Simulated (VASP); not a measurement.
# CdNiSe3 (Pm-3m) in VASP: settings compared

The runs below take CdNiSe3 through relaxation of cell and atoms, with BLYP, AM05, PW91, optB88-vdW, vdW-DF-cx.

Program: VASP 6.6.1. These are calculated values, not measurements. Logs are shortened: lines on timing, memory, paths and dates and some standing lists are left out, and cuts for length are marked.

## (1) The structure

The structure is cubic, space group Pm-3m (No. 221). The conventional cell has a = 4.767 Å, b = 4.767 Å, c = 4.767 Å, α = 90.00°, β = 90.00°, γ = 90.00°. Cd (site symmetry m-3m) is surrounded by 12 Se at 3.37 Å. Ni (site symmetry m-3m) has 6 Se at 2.38 Å as nearest neighbours. Around Se (site symmetry 4/mmm) lie 2 Ni at 2.38 Å.

The cell was built by a generator and needn't be a form met in nature.

## (2) Relaxation of cell and atoms, BLYP, collinear spin, ferromagnetic start

File INCAR:

```
PREC = Accurate
ENCUT = 600
EDIFF = 1E-6
ISMEAR = -1
SIGMA = 0.05
LREAL = F
LASPH = T
NELM = 120
ALGO = Normal
ISIF = 3
LWAVE = F
LCHARG = F
ISPIN = 2
MAGMOM = 0 1 0 0 0
LORBIT = 11
LMAXMIX = 4
GGA = B5
ALDAX = 1.0
AGGAX = 1.0
AGGAC = 1.0
ALDAC = 0.0
IBRION = 2
NSW = 60
EDIFFG = -0.01
```

File KPOINTS:

```
Automatic mesh
0
Gamma
  5 5 5
```

File POSCAR:

```
CdNiSe3
1.0
    4.7673800000      0.0000000000      0.0000000000
    0.0000000000      4.7673800000      0.0000000000
    0.0000000000      0.0000000000      4.7673800000
Cd Ni Se
1 1 3
Direct
    0.5000000000      0.5000000000      0.5000000000
    0.0000000000      0.0000000000      0.0000000000
    0.5000000000      0.0000000000      0.0000000000
    0.0000000000      0.5000000000      0.0000000000
    0.0000000000      0.0000000000      0.5000000000
```

Potentials or basis: VASP PAW PBE potentials, release 64 (Cd, Ni, Se).

Launch:

```sh
cat potpaw_PBE.64/Cd/POTCAR potpaw_PBE.64/Ni/POTCAR potpaw_PBE.64/Se/POTCAR > POTCAR
mpirun -np 1 vasp_std > vasp.out
```

OUTCAR:

```text
PREC = Accurate
   ENCUT = 600
   EDIFF = 1E-6
   ISMEAR = -1
   LREAL = F
   LASPH = T
   NELM = 120
   ISIF = 3
   ISPIN = 2
   LORBIT = 11
   GGA = B5
   IBRION = 2
   NSW = 60
   EDIFFG = -0.01

 ion  position               nearest neighbor table
   1  0.500  0.500  0.500-
   2  0.000  0.000  0.000-   3 2.38   4 2.38   5 2.38   5 2.38   4 2.38   3 2.38
   3  0.500  0.000  0.000-   2 2.38   2 2.38
   4  0.000  0.500  0.000-   2 2.38   2 2.38
   5  0.000  0.000  0.500-   2 2.38   2 2.38

  LATTYP: Found a simple cubic cell.
 ALAT       =     4.7673800000

  Lattice vectors:

 A1 = (   4.7673800000,   0.0000000000,   0.0000000000)
 A2 = (   0.0000000000,   4.7673800000,   0.0000000000)
 A3 = (   0.0000000000,   0.0000000000,   4.7673800000)

Analysis of symmetry for initial positions (statically):
=====================================================================
 Subroutine PRICEL returns:
 Original cell was already a primitive cell.

 Routine SETGRP: Setting up the symmetry group for a
 simple cubic supercell.

 Subroutine GETGRP returns: Found 48 space group operations
 (whereof 48 operations were pure point group operations)
 out of a pool of 48 trial point group operations.

The static configuration has the point symmetry O_h .

Analysis of symmetry for dynamics (positions and initial velocities):
=====================================================================
 Subroutine PRICEL returns:
 Original cell was already a primitive cell.

 Routine SETGRP: Setting up the symmetry group for a
 simple cubic supercell.

 Subroutine GETGRP returns: Found 48 space group operations
 (whereof 48 operations were pure point group operations)
 out of a pool of 48 trial point group operations.

The dynamic configuration has the point symmetry O_h .

Analysis of structural, dynamic, and magnetic symmetry:
=====================================================================
 Subroutine PRICEL returns:
 Original cell was already a primitive cell.

 Routine SETGRP: Setting up the symmetry group for a
 simple cubic supercell.

 Subroutine GETGRP returns: Found 48 space group operations
 (whereof 48 operations were pure point group operations)
 out of a pool of 48 trial point group operations.

The overall configuration has the point symmetry O_h .

 Subroutine INISYM returns: Found 48 space group operations
 (whereof 48 operations are pure point group operations),
 and found     1 'primitive' translations

----------------------------------------------------------------------------------------

                                     Primitive cell

  volume of cell :     108.3526

  direct lattice vectors                    reciprocal lattice vectors
     4.767380000  0.000000000  0.000000000     0.209758819  0.000000000  0.000000000
     0.000000000  4.767380000  0.000000000     0.000000000  0.209758819  0.000000000
     0.000000000  0.000000000  4.767380000     0.000000000  0.000000000  0.209758819

  length of vectors
     4.767380000  4.767380000  4.767380000     0.209758819  0.209758819  0.209758819

  position of ions in fractional coordinates (direct lattice)
     0.500000000  0.500000000  0.500000000
     0.000000000  0.000000000  0.000000000
     0.500000000  0.000000000  0.000000000
     0.000000000  0.500000000  0.000000000
     0.000000000  0.000000000  0.500000000

  ion indices of the primitive-cell ions
   primitive index   ion index
                 1           1
                 2           2
                 3           3
                 4           4
                 5           5

----------------------------------------------------------------------------------------

 KPOINTS: Automatic mesh

Automatic generation of k-mesh.
 Grid dimensions read from file:
 generate k-points for:    5    5    5

 Generating k-lattice:

  Cartesian coordinates                     Fractional coordinates (reciprocal lattice)
     0.041951764  0.000000000  0.000000000     0.200000000  0.000000000  0.000000000
     0.000000000  0.041951764  0.000000000     0.000000000  0.200000000  0.000000000
     0.000000000  0.000000000  0.041951764     0.000000000  0.000000000  0.200000000

  Length of vectors
     0.041951764  0.041951764  0.041951764

  Shift w.r.t. Gamma in fractional coordinates (k-lattice)
     0.000000000  0.000000000  0.000000000

 Subroutine IBZKPT returns following result:
 ===========================================

 Found     10 irreducible k-points:

 Following reciprocal coordinates:
            Coordinates               Weight
  0.000000  0.000000  0.000000      1.000000
  0.200000  0.000000  0.000000      6.000000
  0.400000  0.000000  0.000000      6.000000
  0.200000  0.200000  0.000000     12.000000
  0.400000  0.200000  0.000000     24.000000
  0.400000  0.400000  0.000000     12.000000
  0.200000  0.200000  0.200000      8.000000
  0.400000  0.200000  0.200000     24.000000
  0.400000  0.400000  0.200000     24.000000
  0.400000  0.400000  0.400000      8.000000
   k-points           NKPTS =     10   k-points in BZ     NKDIM =     10   number of bands    NBANDS=     25
   number of dos      NEDOS =    301   number of ions     NIONS =      5
   total plane-waves  NPLWV =  64000
   dimension x,y,z NGX =    40 NGY =   40 NGZ =   40
   dimension x,y,z NGXF=    80 NGYF=   80 NGZF=   80
   ions per type =               1   1   3
   NGX,Y,Z   is equivalent  to a cutoff of  13.95, 13.95, 13.95 a.u.
   NGXF,Y,Z  is equivalent  to a cutoff of  27.90, 27.90, 27.90 a.u.
 SYSTEM =  unknown system
   PREC   = accura    normal or accurate (medium, high low for compatibility)
   ISTART =      0    job   : 0-new  1-cont  2-samecut
   ICHARG =      2    charge: 1-file 2-atom 10-const
   ISPIN  =      2    spin polarized calculation?
   LNONCOLLINEAR =      F non collinear calculations
   LSORBIT =      F    spin-orbit coupling
   LASPH  =      T    aspherical Exc in radial PAW
   ENCUT  =  600.0 eV  44.10 Ry    6.64 a.u.   9.52  9.52  9.52*2*pi/ulx,y,z
   NELM   =    120;   NELMIN=  2; NELMDL= -5     # of ELM steps
   EDIFF  = 0.1E-05   stopping-criterion for ELM
   LREAL  =      F    real-space projection
   EDIFFG = -.1E-01   stopping-criterion for IOM
   NSW    =     60    number of steps for IOM
   IBRION =      2    ionic relax: 0-MD 1-quasi-New 2-CG
   NFREE  =      1    steps in history (QN), initial steepest desc. (CG)
   ISIF   =      3    stress and relaxation
   ISYM   =      2    0-nonsym 1-usesym 2-fastsym
   POTIM  = 0.5000    time-step for ionic-motion
   TEBEG  =    0.0;   TEEND  =   0.0 temperature during run
   PSTRESS=    0.0 pullay stress
   NELECT =      40.0000    total number of electrons
   NUPDOWN=      -1.0000    fix difference up-down
   EMIN   =  10.00;   EMAX   =-10.00  energy-range for DOS
   EFERMI =   0.00;   METHOD = LEGACY
   ISMEAR =    -1;   SIGMA  =   0.05  broadening in eV -4-tet -1-fermi 0-gaus
   EFERMI_NEDOS =   21; number of points for ismear=-14 and -15
   IALGO  =     38    algorithm
   IMIX   =      4    mixing-type and parameters
     AMIX     =   0.40;   BMIX     =  1.00
     AMIX_MAG =   1.60;   BMIX_MAG =  1.00
  volume/ion in A,a.u.               =      21.67       146.24
  Fermi-wavevector in a.u.,A,eV,Ry     =   1.174397  2.219289 18.765279  1.379209
  Thomas-Fermi vector in A             =   2.310795
   LORBIT       =     11    0 simple, 1 ext, 2 COOP (PROOUT), +10 PAW based schemes
   GGA     = B5    functional components
   LHFCALC =     F    Hartree Fock is set to
   AEXX    =    0.0000 exact exchange contribution
   IVDW    =     0    specifies the selected vdW correction
   LEPSILON=     F    determine dielectric tensor
   LRPA    =     F    only Hartree local field effects (RPA)
 conjugate gradient relaxation of ions
 spin polarized calculation
  energy-cutoff  :      600.00
  volume of cell :      108.35
 maximum number of plane-waves:      3695
 NGX is ok and might be reduce to    40
   NGX = 19   NGY = 19   NGZ = 19

--------------------------------------- Ionic step        1  -------------------------------------------

 number of electron      40.0000008 magnetization       0.2786463

 number of electron      40.0000007 magnetization      -0.0012022

 Free energy of the ion-electron system (eV)
  ---------------------------------------------------
  ext. energy  EPLUGINS =         0.00000000
  ---------------------------------------------------
  free energy    TOTEN  =       -12.70008506 eV

  energy without entropy =      -12.65597202  energy(sigma->0) =      -12.67802854

------------------------ aborting loop because EDIFF is reached ----------------------------------------

  FORCE on cell =-STRESS in cart. coord.  units (eV):
  Direction    XX          YY          ZZ          XY          YZ          ZX
  --------------------------------------------------------------------------------------
  -------------------------------------------------------------------------------------
  Total        3.5322491      3.5322491      3.5322491     -0.0000000      0.0000000      0.0000000
  in kB       52.2303087     52.2303087     52.2303087     -0.0000000      0.0000000      0.0000000
  external PRESSURE =      52.2303087 kB  Pullay stress =       0.0000000 kB
[... 67 lines left out ...]
--------------------------------------- Ionic step        3  -------------------------------------------

 number of electron      39.9999998 magnetization       0.0000000

 number of electron      39.9999998 magnetization      -0.0000001

 Free energy of the ion-electron system (eV)
  ---------------------------------------------------
  ext. energy  EPLUGINS =         0.00000000
  ---------------------------------------------------
  free energy    TOTEN  =       -12.84035159 eV

  energy without entropy =      -12.79553565  energy(sigma->0) =      -12.81794362

 E-fermi :   3.1485     XC(G=0):  -9.1600

 val. band max:        3.0858228651   @ k =   0.4000   0.4000   0.2000
 cond. band min:       3.1654735056   @ k =   0.4000   0.2000   0.2000
 fundamental gap:      0.0796506405
 Fermi energy:         3.1485126806

 spin component 1

 k-point     1 :       0.0000    0.0000    0.0000
  band No.  band energies     occupation
      1     -10.4539      1.00000
      2      -8.6144      1.00000
      3      -8.6144      1.00000
      4      -4.9766      1.00000
      5      -4.9766      1.00000
      6      -4.9766      1.00000
[... 269 lines left out ...]
     24       9.0652      0.00000
     25       9.4631      0.00000
 Fermi energy:         3.1485126806

 spin component 2

 k-point     1 :       0.0000    0.0000    0.0000
  band No.  band energies     occupation
      1     -10.4539      1.00000
      2      -8.6144      1.00000
      3      -8.6144      1.00000
      4      -4.9766      1.00000
      5      -4.9766      1.00000
      6      -4.9766      1.00000
[... 301 lines left out ...]
  FREE ENERGIE OF THE ION-ELECTRON SYSTEM (eV)
  ---------------------------------------------------
  free  energy   TOTEN  =       -12.8403515873 eV

  energy  without entropy=      -12.7955356468  energy(sigma->0) =      -12.81794362

 reached required accuracy - stopping structural energy minimisation

 total charge

# of ion       s       p       d       tot
------------------------------------------
    1        0.453   0.100   9.567  10.119
    2        0.392   0.395   8.433   9.220
    3        1.507   2.210   0.030   3.748
    4        1.507   2.210   0.030   3.748
    5        1.507   2.210   0.030   3.748
--------------------------------------------------
tot          5.367   7.125  18.089  30.582

 magnetization (x)

# of ion       s       p       d       tot
------------------------------------------
    1       -0.000   0.000  -0.000  -0.000
    2        0.000   0.000   0.000   0.000
    3        0.000  -0.000  -0.000  -0.000
    4        0.000  -0.000  -0.000  -0.000
    5        0.000  -0.000  -0.000  -0.000
--------------------------------------------------
tot          0.000  -0.000   0.000   0.000
```

Run time: 3.6 min. Hardware: 1 thread of AMD EPYC 9R45 (Zen 5), shared host; peak memory 0.28 GiB.

What came out:

| Item | Value |
| --- | --- |
| Free energy | -12.8404 eV |
| Relaxed volume | 23.53 Å³/atom |
| Relaxed cell | a = 4.900 Å, b = 4.900 Å, c = 4.900 Å, α = 90.00°, β = 90.00°, γ = 90.00° |
| Space group after relaxing (to 0.05 Å) | Pm-3m (No. 221) |
| Energy gained by relaxing | 28.1 meV/atom |
| Ionic steps | 3 |
| Pressure after relaxing | 0.0 GPa |
| Band gap on the k mesh | none (metal or under the smearing width) |
| Net moment | 0.00 μB per cell |
| Valence electrons inside the program's atomic spheres | Cd 10.12; Ni 9.22; Se 3.75 |

The path:
```
step  energy change (eV)  largest force (eV/Å)  pressure (GPa)  volume (Å³)
   1              0.0000                0.0000            5.22       108.35
   2             -0.1341                0.0000           -0.89       119.81
   3             -0.1403                0.0000            0.03       117.64
```

Final structure:
```xyz
5
Lattice="4.8999 0.0000 0.0000 0.0000 4.8999 0.0000 0.0000 0.0000 4.8999" Properties=species:S:1:pos:R:3 pbc="T T T"
Cd    2.4499    2.4499    2.4499
Ni    0.0000    0.0000    0.0000
Se    2.4499    0.0000    0.0000
Se    0.0000    2.4499    0.0000
Se    0.0000    0.0000    2.4499
```

Levels at points of the mesh, in eV from the Fermi level:
Spin up:
```tsv
k point	band 16	band 17	band 18	band 19	band 20	band 21	band 22	band 23	band 24	band 25
(0.00, 0.00, 0.00)	-1.25	-1.25	-0.66	-0.66	-0.66	-0.07	-0.07	-0.07	3.08	6.44
```
Spin down:
| k point | band 17 | band 18 | band 19 | band 20 | band 21 | band 22 | band 23 | band 24 |
| --- | --- | --- | --- | --- | --- | --- | --- | --- |
| (0.00, 0.00, 0.00) | -1.25 | -0.66 | -0.66 | -0.66 | -0.07 | -0.07 | -0.07 | 3.08 |

Caveat: the PAW data sets were made with another functional, which shifts forces and pressure a little. With open d or f shells a metallic result of BLYP can be an artefact of self-interaction; +U or a hybrid may open a gap.

## (3) Relaxation of cell and atoms, AM05, collinear spin, ferromagnetic start

INCAR, as its differences from that of step 2:

```diff
@@ -16,7 +16,3 @@
 LMAXMIX = 4
-GGA = B5
-ALDAX = 1.0
-AGGAX = 1.0
-AGGAC = 1.0
-ALDAC = 0.0
+GGA = AM
 IBRION = 2
```

KPOINTS is that of step 2.

POSCAR is that of step 2.

Potentials or basis: VASP PAW PBE potentials, release 64 (Cd, Ni, Se).

Launch:

```sh
cat potpaw_PBE.64/Cd/POTCAR potpaw_PBE.64/Ni/POTCAR potpaw_PBE.64/Se/POTCAR > POTCAR
mpirun -np 1 vasp_std > vasp.out
```

It took 2.2 min on 1 thread of AMD EPYC 9R45 (Zen 5), shared host; peak memory 0.28 GiB.

It converged, with:

```yaml
Free_energy: -16.6807 eV
Relaxed_volume: 20.55 Å³/atom
Relaxed_cell: a = 4.683 Å, b = 4.683 Å, c = 4.683 Å, α = 90.00°, β = 90.00°, γ = 90.00°
Space_group_after_relaxing_to_0.05_Å: Pm-3m (No. 221)
Energy_gained_by_relaxing: 13.2 meV/atom
Ionic_steps: 3
Pressure_after_relaxing: 0.0 GPa
Band_gap_on_the_k_mesh: none (metal or under the smearing width)
Net_moment: 0.00 μB per cell
Valence_electrons_inside_the_program's_atomic_spheres: Cd 10.12; Ni 9.47; Se 3.76
```

Step by step:
| step | energy change (eV) | largest force (eV/Å) | pressure (GPa) | volume (Å³) |
| --- | --- | --- | --- | --- |
| 1 | 0.0000 | 0.0000 | -3.64 | 108.35 |
| 2 | -0.0574 | 0.0000 | 1.42 | 100.81 |
| 3 | -0.0659 | 0.0000 | 0.01 | 102.73 |

Final structure:
```
Cd Ni Se
1.0
     4.68345    0.00000    0.00000
     0.00000    4.68345    0.00000
     0.00000    0.00000    4.68345
Cd Ni Se
1 1 3
Cartesian
  2.3417 2.3417 2.3417
  0.0000 0.0000 0.0000
  2.3417 0.0000 0.0000
  0.0000 2.3417 0.0000
  0.0000 0.0000 2.3417
```

Levels at points of the mesh, in eV from the Fermi level:
Spin up:
```csv
k point,band 17,band 18,band 19,band 20,band 21,band 22,band 23,band 24
"(0.00, 0.00, 0.00)",-1.49,-0.83,-0.83,-0.83,-0.05,-0.05,-0.05,3.78
```
Spin down:
| k point | band 16 | band 17 | band 18 | band 19 | band 20 | band 21 | band 22 | band 23 | band 24 | band 25 |
| --- | --- | --- | --- | --- | --- | --- | --- | --- | --- | --- |
| (0.00, 0.00, 0.00) | -1.49 | -1.49 | -0.83 | -0.83 | -0.83 | -0.05 | -0.05 | -0.05 | 3.78 | 5.98 |

Caveat: the PAW data sets were made with another functional, which shifts forces and pressure a little. With open d or f shells a metallic result of AM05 can be an artefact of self-interaction; +U or a hybrid may open a gap.

## (4) Relaxation of cell and atoms, PW91, collinear spin, ferromagnetic start

INCAR, as its differences from that of step 3:

```diff
@@ -16,3 +16,3 @@
 LMAXMIX = 4
-GGA = AM
+GGA = 91
 IBRION = 2
```

KPOINTS is that of step 3.

POSCAR is that of step 3.

Launch:

```sh
cat potpaw_PBE.64/Cd/POTCAR potpaw_PBE.64/Ni/POTCAR potpaw_PBE.64/Se/POTCAR > POTCAR
mpirun -np 1 vasp_std > vasp.out
```

Run time: 2.8 min. Hardware: 1 thread of AMD EPYC 9R45 (Zen 5), shared host; peak memory 0.29 GiB.

It converged, with:

| Quantity | Value |
| --- | --- |
| Free energy | -15.9584 eV |
| Relaxed volume | 21.72 Å³/atom |
| Relaxed cell | a = 4.771 Å, b = 4.771 Å, c = 4.771 Å, α = 90.00°, β = 90.00°, γ = 90.00° |
| Space group after relaxing (to 0.05 Å) | Pm-3m (No. 221) |
| Energy gained by relaxing | 0.0 meV/atom |
| Ionic steps | 2 |
| Pressure after relaxing | 0.0 GPa |
| Band gap on the k mesh | none (metal or under the smearing width) |
| Net moment | 0.00 μB per cell |
| Valence electrons inside the program's atomic spheres | Cd 10.11; Ni 9.35; Se 3.75 |

The path:
```tsv
step	energy change (eV)	largest force (eV/Å)	pressure (GPa)	volume (Å³)
1	0.0000	0.0000	0.11	108.35
2	-0.0001	0.0000	0.00	108.59
```

Final structure:
```yaml
crystal:
  lattice:
    - [4.77084, 0.00000, 0.00000]
    - [0.00000, 4.77084, 0.00000]
    - [0.00000, 0.00000, 4.77084]
  atoms:
    - { symbol: Cd, position: [0.50000, 0.50000, 0.50000] }
    - { symbol: Ni, position: [0.00000, 0.00000, 0.00000] }
    - { symbol: Se, position: [0.50000, 0.00000, 0.00000] }
    - { symbol: Se, position: [0.00000, 0.50000, 0.00000] }
    - { symbol: Se, position: [0.00000, 0.00000, 0.50000] }
```

Levels at points of the mesh, in eV from the Fermi level:
Spin up:
```csv
k point,band 16,band 17,band 18,band 19,band 20,band 21,band 22,band 23,band 24,band 25
"(0.00, 0.00, 0.00)",-1.36,-1.36,-0.76,-0.76,-0.76,-0.06,-0.06,-0.06,3.50,6.10
```
Spin down:
| k point | band 18 | band 19 | band 20 | band 21 | band 22 | band 23 |
| --- | --- | --- | --- | --- | --- | --- |
| (0.00, 0.00, 0.00) | -0.76 | -0.76 | -0.76 | -0.06 | -0.06 | -0.06 |

Caveat: the PAW data sets were made with another functional, which shifts forces and pressure a little. With open d or f shells a metallic result of PW91 can be an artefact of self-interaction; +U or a hybrid may open a gap.

(Part 1 of 2 ends here.)
